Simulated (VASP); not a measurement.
These are PBEsol GGA, VASP's PBE PAW potentials (set 64) (plane waves; VASP) values and carry that method's errors.

Input for VASP

POSCAR:
```
SnO
1
    2.9753043402     0.0000000000     0.0000000000
   -1.4876521699     2.5766887714     0.0000000000
    0.0000000000     0.0000000000     6.5350996773
Sn O
2 2
Direct
  0.0000000000   0.0000000000   0.0000000000
  0.0000000000   0.0000000000   0.5000000000
  0.3333330000   0.6666670000   0.2500000000
  0.6666670000   0.3333330000   0.7500000000
```

INCAR:
```
SYSTEM = SnO
PREC = Accurate; ENCUT = 620; LREAL = .False.
LASPH = .True.
EDIFF = 1E-6; NELM = 100; ALGO = Normal
LMAXMIX = 4
ISMEAR = 1; SIGMA = 0.1
GGA = PS
IBRION = 2; NSW = 40; ISIF = 3
EDIFFG = -0.02; PSTRESS = 450
LWAVE = .False.; LCHARG = .False.
```

### KPOINTS
```
Automatic mesh
0
Gamma
12 12 5
0 0 0
```

POTCAR, in this order: Sn_d O (PBE.64 set). Program: vasp_std.

The resulting files:

**OUTCAR**
```
 ion  position               nearest neighbor table
   1  0.000  0.000  0.000-   3 2.37   4 2.37   3 2.37   4 2.37   4 2.37   3 2.37   2 3.27   2 3.27
  LATTYP: Found a hexagonal cell.
 ALAT       =     2.9753043402
 C/A-ratio  =     2.1964474656
 Subroutine PRICEL returns:
 Original cell was already a primitive cell.
 Subroutine GETGRP returns: Found 24 space group operations
The static configuration has the point symmetry D_3d.
 The point group associated with its full space group is D_6h.
The dynamic configuration has the point symmetry D_3d.
 Subroutine INISYM returns: Found 24 space group operations
 Subroutine IBZKPT returns following result:
 Found     57 irreducible k-points:

 Following reciprocal coordinates:
            Coordinates               Weight
  0.000000  0.000000  0.000000      1.000000
  0.083333  0.000000  0.000000      6.000000
  0.166667  0.000000  0.000000      6.000000
  0.250000  0.000000  0.000000      6.000000
  0.333333 -0.000000  0.000000      6.000000
  0.416667  0.000000  0.000000      6.000000
  0.500000  0.000000  0.000000      3.000000
  0.083333  0.083333  0.000000      6.000000
  0.166667  0.083333  0.000000     12.000000
  0.250000  0.083333  0.000000     12.000000
  0.333333  0.083333  0.000000     12.000000
  0.416667  0.083333  0.000000     12.000000
  0.166667  0.166667  0.000000      6.000000
  0.250000  0.166667  0.000000     12.000000
  0.333333  0.166667  0.000000     12.000000
  0.416667  0.166667  0.000000      6.000000
  0.250000  0.250000  0.000000      6.000000
  0.333333  0.250000  0.000000     12.000000
  0.333333  0.333333  0.000000      2.000000
  0.000000  0.000000  0.200000      2.000000
  0.083333  0.000000  0.200000     12.000000
  0.166667  0.000000  0.200000     12.000000
  0.250000  0.000000  0.200000     12.000000
...
```

**OSZICAR**
```
       N       E                     dE             d eps       ncg     rms          rms(c)
DAV:   1     0.429445263061E+03    0.42945E+03   -0.23046E+04  2840   0.312E+03
DAV:   2     0.304822443753E+02   -0.39896E+03   -0.39157E+03  2944   0.638E+02
DAV:   3    -0.219871279286E+02   -0.52469E+02   -0.51554E+02  3320   0.199E+02
DAV:   4    -0.238300397064E+02   -0.18429E+01   -0.18399E+01  3192   0.404E+01
DAV:   5    -0.238853978642E+02   -0.55358E-01   -0.55339E-01  3760   0.676E+00    0.102E+01
DAV:   6    -0.212983937812E+02    0.25870E+01   -0.17686E+01  4456   0.505E+01    0.534E+00
DAV:   7    -0.211767067862E+02    0.12169E+00   -0.17523E+00  3272   0.989E+00    0.202E+00
DAV:   8    -0.211519640089E+02    0.24743E-01   -0.20103E-01  3240   0.316E+00    0.604E-01
DAV:   9    -0.211443965465E+02    0.75675E-02   -0.20916E-02  4712   0.163E+00    0.110E-01
DAV:  10    -0.211446498234E+02   -0.25328E-03   -0.27866E-03  3448   0.512E-01    0.567E-02
DAV:  11    -0.211446363901E+02    0.13433E-04   -0.17017E-04  3696   0.113E-01    0.148E-02
DAV:  12    -0.211446356922E+02    0.69791E-06   -0.26771E-05  3576   0.448E-02    0.127E-02
DAV:  13    -0.211446334650E+02    0.22272E-05   -0.79648E-06  2968   0.231E-02    0.274E-03
DAV:  14    -0.211446334143E+02    0.50797E-07   -0.46024E-07  1704   0.781E-03
   1 F= -.70729029E+01 E0= -.70729290E+01  d E =-.707290E+01
       N       E                     dE             d eps       ncg     rms          rms(c)
DAV:   1    -0.295765161046E+02   -0.84319E+01   -0.22168E+02  3456   0.221E+02    0.220E+01
DAV:   2    -0.201037065490E+02    0.94728E+01   -0.24000E+01  3784   0.876E+01    0.766E+00
DAV:   3    -0.185486641020E+02    0.15550E+01   -0.33853E+00  3808   0.504E+01    0.239E+00
DAV:   4    -0.183849004068E+02    0.16376E+00   -0.58520E-01  4224   0.148E+01    0.505E-01
DAV:   5    -0.183725555159E+02    0.12345E-01   -0.10689E-01  3200   0.310E+00    0.220E-01
DAV:   6    -0.183726900463E+02   -0.13453E-03   -0.18946E-03  3872   0.426E-01    0.214E-01
DAV:   7    -0.183728153527E+02   -0.12531E-03   -0.74260E-04  4008   0.646E-01    0.702E-02
DAV:   8    -0.183726798456E+02    0.13551E-03   -0.32710E-04  3848   0.200E-01    0.722E-02
DAV:   9    -0.183726786663E+02    0.11793E-05   -0.47204E-05  4152   0.796E-02    0.455E-02
DAV:  10    -0.183726736871E+02    0.49792E-05   -0.17388E-05  3704   0.739E-02    0.564E-03
DAV:  11    -0.183726740253E+02   -0.33818E-06   -0.37565E-06  2720   0.222E-02
   2 F= -.65475525E+01 E0= -.65474926E+01  d E =0.525350E+00
       N       E                     dE             d eps       ncg     rms          rms(c)
DAV:   1    -0.253315927589E+02   -0.69589E+01   -0.12571E+02  3296   0.242E+02    0.138E+01
DAV:   2    -0.214461449367E+02    0.38854E+01   -0.11111E+01  3512   0.449E+01    0.507E+00
DAV:   3    -0.206402927877E+02    0.80585E+00   -0.16436E+00  3656   0.264E+01    0.152E+00
DAV:   4    -0.205541458626E+02    0.86147E-01   -0.29910E-01  4296   0.913E+00    0.226E-01
DAV:   5    -0.205439280541E+02    0.10218E-01   -0.41374E-02  3168   0.226E+00    0.142E-01
DAV:   6    -0.205435211977E+02    0.40686E-03   -0.92316E-04  4456   0.377E-01    0.116E-01
DAV:   7    -0.205433593683E+02    0.16183E-03   -0.25506E-04  3704   0.427E-01    0.249E-02
DAV:   8    -0.205433473968E+02    0.11972E-04   -0.10164E-04  2992   0.960E-02    0.112E-02
DAV:   9    -0.205433480538E+02   -0.65693E-06   -0.44411E-06  3304   0.285E-02
   3 F= -.72052277E+01 E0= -.72051361E+01  d E =-.132325E+00
       N       E                     dE             d eps       ncg     rms          rms(c)
DAV:   1    -0.205187415596E+02    0.24606E-01   -0.31615E-02  3264   0.317E+00    0.236E-01
DAV:   2    -0.205176097756E+02    0.11318E-02   -0.31925E-03  3624   0.787E-01    0.842E-02
DAV:   3    -0.205174003180E+02    0.20946E-03   -0.42097E-04  3680   0.506E-01    0.303E-02
DAV:   4    -0.205173736849E+02    0.26633E-04   -0.89357E-05  3720   0.174E-01    0.477E-03
DAV:   5    -0.205173737512E+02   -0.66281E-07   -0.14145E-05  3824   0.455E-02    0.275E-03
DAV:   6    -0.205173736935E+02    0.57687E-07   -0.20223E-07  1512   0.843E-03
   4 F= -.72054520E+01 E0= -.72053546E+01  d E =-.132549E+00
       N       E                     dE             d eps       ncg     rms          rms(c)
DAV:   1    -0.205432004109E+02   -0.25827E-01   -0.36258E+00  3160   0.177E+01    0.197E+00
DAV:   2    -0.204719654187E+02    0.71235E-01   -0.22885E-01  3336   0.596E+00    0.100E+00
DAV:   3    -0.204481784589E+02    0.23787E-01   -0.30912E-02  3912   0.339E+00    0.460E-01
DAV:   4    -0.204428468618E+02    0.53316E-02   -0.12474E-02  4280   0.172E+00    0.795E-02
DAV:   5    -0.204429445223E+02   -0.97661E-04   -0.30049E-03  3400   0.757E-01    0.420E-02
DAV:   6    -0.204429227886E+02    0.21734E-04   -0.19549E-04  3904   0.150E-01    0.200E-02
DAV:   7    -0.204429231838E+02   -0.39521E-06   -0.14459E-05  4088   0.533E-02    0.359E-03
DAV:   8    -0.204429231226E+02    0.61216E-07   -0.12539E-06  1760   0.175E-02
   5 F= -.72224979E+01 E0= -.72224456E+01  d E =-.170459E-01
```

OUTCAR:
```
------------------------ aborting loop because EDIFF is reached ----------------------------------------
  FORCE on cell =-STRESS in cart. coord.  units (eV):
  Direction    XX          YY          ZZ          XY          YZ          ZX
  --------------------------------------------------------------------------------------
  Total       13.1859975     13.1859923     13.2916042      0.0000000      0.0000000      0.0000000
  in kB      448.8281409    448.8279640    452.4228071      0.0000000      0.0000000      0.0000000
  external PRESSURE =       0.0263040 kB  Pullay stress =     450.0000000 kB
  volume of cell :       47.07
      direct lattice vectors                 reciprocal lattice vectors
     2.892591963  0.000000000 -0.000000000     0.345710703  0.199596207  0.000000000
    -1.446295981  2.505057629  0.000000000    -0.000000000  0.399192413  0.000000000
    -0.000000000 -0.000000000  6.495889011     0.000000000 -0.000000000  0.153943517
 POSITION                                       TOTAL-FORCE (eV/Angst)
 -----------------------------------------------------------------------------------
     -1.44630      2.50506      0.00000        -0.000000      0.000000      0.000000
     -1.44630      2.50506      3.24794        -0.000000      0.000000      0.000000
     -0.00000      1.67004      1.62397         0.000000      0.000000     -0.000000
      1.44630      0.83502      4.87192        -0.000000     -0.000000      0.000000
 -----------------------------------------------------------------------------------
    total drift:                               -0.000000      0.000000      0.000000
  FREE ENERGIE OF THE ION-ELECTRON SYSTEM (eV)
  ---------------------------------------------------
  free  energy   TOTEN  =       -20.4429231226 eV

  energy  without entropy=      -20.4427662134  energy(sigma->0) =      -20.44287082
  enthalpy is  TOTEN    =        -7.2224979119 eV   P V=       13.2204252107

 reached required accuracy - stopping structural energy minimisation
```
(Selected blocks of OUTCAR.)

**CONTCAR**
```
SnO
   1.00000000000000
     2.8925919625000236    0.0000000000413157   -0.0000000000000000
    -1.4462959810197911    2.5050576285848547    0.0000000000000000
    -0.0000000000000000   -0.0000000000000000    6.4958890112598606
  Sn              O
     2     2
Direct
     0.0000000000000000    1.0000000000000000    0.0000000000000000
     0.0000000000000000    1.0000000000000000    0.5000000000000000
     0.3333330000000032    0.6666669999999968    0.2500000000000000
     0.6666669999999968    0.3333330000000032    0.7500000000000000
```

Energy and stress use the plane-wave basis of the starting cell.

The structure was generated: SnO was put into the NiAs type type (P6_3/mmc), which need not be its known phase. This run relaxes it under an external pressure of 45 GPa. Symmetry was kept, so distortions that lower it aren't found.
